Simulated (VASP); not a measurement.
```xyz
2
Lattice="0.0000 3.4868 3.4868 3.4868 0.0000 3.4868 3.4868 3.4868 0.0000" Properties=species:S:1:pos:R:3 pbc="T T T"
Ba     0.0000     0.0000     0.0000
Te     3.4868     3.4868     3.4868
```

Computed with optB88-vdW, VASP's PBE PAW potentials (set 64) (plane waves; VASP). Settings: 520 eV cut-off, 7×7×7 Γ-centred mesh, Gaussian smearing of 0.050 eV, potentials Ba_sv Te.

Question: Estimate the energy per atom (σ→0), pressure.

Answer: 
The energy per atom (σ→0) comes out as -2.348 eV/atom and the pressure comes out as 1.02 GPa.

Only differences to runs with the same potentials and settings are physical.

The compound is BaTe in the rock salt structure. This cell is one point of a volume scan, at 0.97 of the reference volume.
